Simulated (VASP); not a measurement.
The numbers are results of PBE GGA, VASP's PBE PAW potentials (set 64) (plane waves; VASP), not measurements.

Input for VASP

File POSCAR:
```
KF
1
    0.0000000000     2.6750000000     2.6750000000
    2.6750000000     0.0000000000     2.6750000000
    2.6750000000     2.6750000000     0.0000000000
K F
1 1
Direct
  0.0000000000   0.0000000000   0.0000000000
  0.5000000000   0.5000000000   0.5000000000
```

KPOINTS:
```
Automatic mesh
0
Gamma
8 8 8
0 0 0
```

**INCAR**
```
# general
SYSTEM = KF
PREC   = Accurate
ENCUT  = 530   # plane-wave cut-off (eV)
LREAL  = .FALSE.
LASPH  = .TRUE.   # aspherical one-centre terms

# electronic loop
EDIFF  = 1E-6   # SCF stop (eV)
NELM   = 100   # most electronic steps
ALGO   = Normal

# smearing
ISMEAR = 0   # Gaussian
SIGMA  = 0.05   # width (eV)

# functional
GGA    = PE

# ions
IBRION = 2
NSW    = 60
ISIF   = 3   # ions, shape and volume
EDIFFG = -0.01   # ionic stop

# output
LWAVE  = .FALSE.
LCHARG = .FALSE.
```

POTCAR, in this order: K_sv F (PBE.64 set). Program: vasp_std.

Energy and stress use the plane-wave basis of the starting cell.

Question: Estimate the energy per atom (σ→0), volume per atom, band gap (on the k-mesh).

Answer: 
```
Property                           Value
------------------------  --------------
energy per atom (σ→0)     -4149 meV/atom
band gap (on the k-mesh)         5.95 eV
volume per atom           19.91 Å^3/atom
```

File OSZICAR:
```
...
DAV:   1    -0.829991257337E+01   -0.24270E-02   -0.46868E-02   784   0.248E+00    0.372E-01
DAV:   2    -0.829780526892E+01    0.21073E-02   -0.91411E-03   788   0.931E-01    0.966E-02
DAV:   3    -0.829756976971E+01    0.23550E-03   -0.43233E-04   992   0.230E-01    0.625E-02
DAV:   4    -0.829753223719E+01    0.37533E-04   -0.15491E-04  1244   0.100E-01    0.514E-02
DAV:   5    -0.829754284187E+01   -0.10605E-04   -0.96988E-06  1104   0.235E-02    0.821E-03
DAV:   6    -0.829754519689E+01   -0.23550E-05   -0.44870E-06  1128   0.162E-02    0.210E-03
DAV:   7    -0.829754576840E+01   -0.57151E-06   -0.97108E-08   492   0.338E-03
   4 F= -.82975458E+01 E0= -.82975458E+01  d E =-.611976E-02
```

The compound is KF in the rock salt structure. This run relaxes it. Symmetry was kept, so distortions that lower it aren't found.
